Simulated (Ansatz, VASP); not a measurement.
**AlB2P3 in VASP and in Ansatz**

```
Al B P
1.0
     5.94753    0.00000    0.00000
    -2.97377    5.15071    0.00000
     0.00000    0.00000    5.72641
Al B P
2 4 6
Cartesian
  2.9738 1.7169 0.0224
  0.0000 3.4338 0.0224
  0.0000 0.0000 -0.0297
  1.9156 0.0000 2.8803
  -0.9578 1.6590 2.8803
  2.0160 3.4917 2.8803
  0.0000 0.0000 2.0650
  2.9738 1.7169 2.3531
  0.0000 3.4338 2.3531
  1.7541 0.0000 4.8788
  -0.8770 1.5191 4.8788
  2.0967 3.6316 4.8788
```

Alike in both runs: functional PBE; k mesh 3 × 3 × 4; occupations gaussian, width 0.1 eV; no spin polarisation.

Ansatz relaxed the structure, and its values are those at the end. VASP's run is a single point on that final structure, the one shown.

|  | VASP | Ansatz |
| --- | --- | --- |
| version | VASP 6.6.1 | Ansatz 0.2.0 |
| potentials or method | VASP PAW PBE potentials, release 64 (Al, B, P) | scalar-relativistic, plane waves, PAW |
| plane-wave cutoff (eV) | 520 | 420 |
| valence electrons in the cell | 48 | 48 |

```tsv
	VASP	Ansatz	Ansatz less VASP
gap on the k mesh at the Fermi level (eV)	0.97	0.97	+0.002
least direct gap on the mesh (eV)	1.09	1.10	+0.004
pressure (GPa)	-0.1	0.0	+0.16
rms of the force components (eV/Å)	0.008	0.006	-0.0019
```

With one functional, cell and mesh, what is left measures potentials, basis and numerics.

Caveats: an odd mesh through Γ misses points on the zone boundary, where band edges often lie.
